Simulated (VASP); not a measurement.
Output of a VASP run:

### OUTCAR
```
 ion  position               nearest neighbor table
   1  0.000  0.000  0.000-
  LATTYP: Found a face centered cubic cell.
 ALAT       =     3.9200000000
 Subroutine PRICEL returns:
 Original cell was already a primitive cell.
 Subroutine GETGRP returns: Found 48 space group operations
The static configuration has the point symmetry O_h .
The dynamic configuration has the point symmetry O_h .
 Subroutine INISYM returns: Found 48 space group operations
 Subroutine IBZKPT returns following result:
 Found    220 irreducible k-points:

 Following reciprocal coordinates:
            Coordinates               Weight
  0.000000  0.000000  0.000000      1.000000
  0.052632  0.000000  0.000000      8.000000
  0.105263  0.000000  0.000000      8.000000
  0.157895  0.000000  0.000000      8.000000
  0.210526  0.000000  0.000000      8.000000
  0.263158  0.000000  0.000000      8.000000
  0.315789  0.000000  0.000000      8.000000
  0.368421  0.000000  0.000000      8.000000
  0.421053  0.000000  0.000000      8.000000
  0.473684  0.000000  0.000000      8.000000
  0.052632  0.052632  0.000000      6.000000
  0.105263  0.052632  0.000000     24.000000
  0.157895  0.052632  0.000000     24.000000
  0.210526  0.052632  0.000000     24.000000
  0.263158  0.052632  0.000000     24.000000
  0.315789  0.052632  0.000000     24.000000
  0.368421  0.052632  0.000000     24.000000
  0.421053  0.052632  0.000000     24.000000
  0.473684  0.052632  0.000000     24.000000
 -0.473684  0.052632  0.000000     24.000000
 -0.421053  0.052632  0.000000     24.000000
 -0.368421  0.052632  0.000000     24.000000
 -0.315789  0.052632  0.000000     24.000000
 -0.263158  0.052632  0.000000     24.000000
 -0.210526  0.052632  0.000000     24.000000
 -0.157895  0.052632  0.000000     24.000000
 -0.105263  0.052632  0.000000     24.000000
 -0.052632  0.052632  0.000000     12.000000
  0.105263  0.105263  0.000000      6.000000
  0.157895  0.105263  0.000000     24.000000
  0.210526  0.105263  0.000000     24.000000
  0.263158  0.105263  0.000000     24.000000
  0.315789  0.105263  0.000000     24.000000
  0.368421  0.105263  0.000000     24.000000
  0.421053  0.105263  0.000000     24.000000
  0.473684  0.105263  0.000000     24.000000
 -0.473684  0.105263  0.000000     24.000000
 -0.421053  0.105263  0.000000     24.000000
 -0.368421  0.105263  0.000000     24.000000
 -0.315789  0.105263  0.000000     24.000000
   k-points           NKPTS =    220   k-points in BZ     NKDIM =    220   number of bands    NBANDS=      9
   number of dos      NEDOS =    301   number of ions     NIONS =      1
   total plane-waves  NPLWV =   5832
   dimension x,y,z NGX =    18 NGY =   18 NGZ =   18
   dimension x,y,z NGXF=    36 NGYF=   36 NGZF=   36
   ions per type =               1
   PREC   = accura    normal or accurate (medium, high low for compatibility)
   ISTART =      0    job   : 0-new  1-cont  2-samecut
   ICHARG =      2    charge: 1-file 2-atom 10-const
   ISPIN  =      1    spin polarized calculation?
   LNONCOLLINEAR =      F non collinear calculations
   LSORBIT =      F    spin-orbit coupling
   INIWAV =      1    electr: 0-lowe 1-rand  2-diag
   ENCUT  =  400.0 eV  29.40 Ry    5.42 a.u.   4.52  4.52  4.52*2*pi/ulx,y,z
   NELM   =    100;   NELMIN=  2; NELMDL= -5     # of ELM steps
   EDIFF  = 0.1E-05   stopping-criterion for ELM
   LREAL  =      F    real-space projection
   NLSPLINE    = F    spline interpolate recip. space projectors
   LMAXMIX     =    6 max onsite mixed and CHGCAR
   VOSKOWN=      0    Vosko Wilk Nusair interpolation
   EDIFFG = 0.1E-04   stopping-criterion for IOM
   NSW    =      0    number of steps for IOM
   NBLOCK =      1;   KBLOCK =      1    inner block; outer block
   IBRION =     -1    ionic relax: 0-MD 1-quasi-New 2-CG
   NFREE  =      0    steps in history (QN), initial steepest desc. (CG)
...
```

File OSZICAR:
```
       N       E                     dE             d eps       ncg     rms          rms(c)
DAV:   1     0.252251425634E+02    0.25225E+02   -0.46572E+03  4553   0.812E+02
DAV:   2    -0.620722012304E+01   -0.31432E+02   -0.29901E+02  4175   0.157E+02
DAV:   3    -0.645861984466E+01   -0.25140E+00   -0.25052E+00  4710   0.144E+01
DAV:   4    -0.645939635619E+01   -0.77651E-03   -0.77649E-03  4472   0.839E-01
DAV:   5    -0.645940215892E+01   -0.58027E-05   -0.58040E-05  4563   0.674E-02    0.130E+01
DAV:   6    -0.612572407263E+01    0.33368E+00   -0.84622E-01  4059   0.843E+00    0.687E+00
DAV:   7    -0.608492544200E+01    0.40799E-01   -0.16443E-01  4224   0.360E+00    0.251E+00
DAV:   8    -0.608138780631E+01    0.35376E-02   -0.65131E-03  4216   0.789E-01    0.515E-01
DAV:   9    -0.608121762734E+01    0.17018E-03   -0.14926E-04  4181   0.125E-01    0.146E-02
DAV:  10    -0.608122304015E+01   -0.54128E-05   -0.28758E-06  4718   0.139E-02    0.313E-03
DAV:  11    -0.608122312244E+01   -0.82290E-07   -0.39732E-08  2131   0.206E-03
   1 F= -.60812231E+01 E0= -.60809260E+01  d E =-.891280E-03
```

### OUTCAR
```
------------------------ aborting loop because EDIFF is reached ----------------------------------------
  FORCE on cell =-STRESS in cart. coord.  units (eV):
  Direction    XX          YY          ZZ          XY          YZ          ZX
  --------------------------------------------------------------------------------------
  Total        0.9215517      0.9215517      0.9215517     -0.0000000     -0.0000000      0.0000000
  in kB       98.0464980     98.0464980     98.0464980     -0.0000000     -0.0000000      0.0000000
  external PRESSURE =      98.0464980 kB  Pullay stress =       0.0000000 kB
  volume of cell :       15.06
      direct lattice vectors                 reciprocal lattice vectors
     0.000000000  1.960000000  1.960000000    -0.255102041  0.255102041  0.255102041
     1.960000000  0.000000000  1.960000000     0.255102041 -0.255102041  0.255102041
     1.960000000  1.960000000  0.000000000     0.255102041  0.255102041 -0.255102041
 POSITION                                       TOTAL-FORCE (eV/Angst)
 -----------------------------------------------------------------------------------
      0.00000      0.00000      0.00000         0.000000      0.000000      0.000000
 -----------------------------------------------------------------------------------
    total drift:                                0.000000     -0.000000     -0.000000
  FREE ENERGIE OF THE ION-ELECTRON SYSTEM (eV)
  ---------------------------------------------------
  free  energy   TOTEN  =        -6.0812231224 eV

  energy  without entropy=       -6.0803318421  energy(sigma->0) =       -6.08092603
```
(Selected blocks of OUTCAR.)

**POSCAR**
```
Pt
1
    0.0000000000     1.9600000000     1.9600000000
    1.9600000000     0.0000000000     1.9600000000
    1.9600000000     1.9600000000     0.0000000000
Pt
1
Direct
  0.0000000000   0.0000000000   0.0000000000
```

Task: Write an INCAR and KPOINTS that could have produced this output.

Result: Several could match; the one computed here: the input of the run itself, PBE GGA, plane waves, VASP's PBE PAW potentials (set 64).

### INCAR
```
LMAXMIX=6
EDIFF=1E-6   # SCF stop (eV)
ENCUT=400
LASPH=.True.
ISIF=2   # forces and stress, cell fixed
NELM=100   # most electronic steps
PREC=Accurate
SIGMA=0.1   # width (eV)
LREAL=.False.
SYSTEM=Pt
ISMEAR=1
LCHARG=.False.
LWAVE=.False.
GGA=PE   # PBE
ALGO=Normal   # blocked Davidson
```

### KPOINTS
```
Automatic mesh
0
Gamma
19 19 19
0 0 0
```

POTCAR, in this order: Pt (PBE.64 set). Program: vasp_std.

The compound is Pt in the fcc structure. The cell was not relaxed at this level. The run is one of a series of settings (KPOINTS 19×19×19 Γ-centred mesh against the base run), some of them coarse on purpose.
